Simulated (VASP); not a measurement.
Write the native input for VASP 6.6.1 that does the following.

```
Task                   : relaxation of cell and atoms
Functional             : PBE
Potentials or basis    : VASP PAW PBE potentials, release 64 (Sn_d, Ge_d, O)
Cutoff                 : 520 eV
k mesh                 : 12 × 12 × 12
Occupations            : gaussian, width 0.1 eV
Spin                   : no spin polarisation
Further INCAR settings : ALGO = Normal; EDIFF = 1e-06; IBRION = 2; EDIFFG = -0.01; NSW = 90; ISIF = 3
```

The structure of Sn2GeO2 lies in POSCAR:

```
Sn2GeO2
1.0
   -1.8580000000      1.8580000000      6.1720000000
    1.8580000000     -1.8580000000      6.1720000000
    1.8580000000      1.8580000000     -6.1720000000
Sn Ge O
2 1 2
Direct
    0.6506804900      0.6506804900      0.0000000000
    0.3493195100      0.3493195100      0.0000000000
    0.0000000000      0.0000000000      0.0000000000
    0.2500000000      0.7500000000      0.5000000000
    0.7500000000      0.2500000000      0.5000000000
```

The cell was built by a generator and needn't be a form met in nature.

These files were run (other wordings do the same):

INCAR

```
SYSTEM = Sn2GeO2
ALGO = Normal ; EDIFF = 1E-6
EDIFFG = -0.01 ; ENCUT = 520
GGA = PE ; IBRION = 2
ISIF = 3 ; ISMEAR = 0
KPAR = 8 ; LASPH = .TRUE.
LCHARG = .FALSE. ; LREAL = .FALSE.
LWAVE = .FALSE. ; NELM = 120
NSW = 90 ; PREC = Accurate
SIGMA = 0.1
```

KPOINTS

```
k-points
0
G
  12 12 12
  0 0 0
```

Potentials or basis: VASP PAW PBE potentials, release 64 (Sn_d, Ge_d, O).

Command:

```bash
$ cat potpaw_PBE.64/Sn_d/POTCAR potpaw_PBE.64/Ge_d/POTCAR potpaw_PBE.64/O/POTCAR > POTCAR
$ mpirun -np 8 vasp_std > vasp.out
```

It gave:

* Relaxed volume: 17.55 Å³/atom
* Relaxed cell: a = 6.942 Å, b = 6.942 Å, c = 6.942 Å, α = 149.14°, β = 149.14°, γ = 44.20°
* Space group after relaxing (to 0.05 Å): I4/mmm (No. 139)
* Energy gained by relaxing: 10.7 meV/atom
* Ionic steps: 6
* Pressure after relaxing: 0.0 GPa
* Band gap on the k mesh: none (metal or under the smearing width)

Wall time 5.7 min on 8 MPI ranks on Intel(R) Xeon(R) 6975P-C (Granite Rapids) (shared host), peak memory 0.69 GiB a rank.
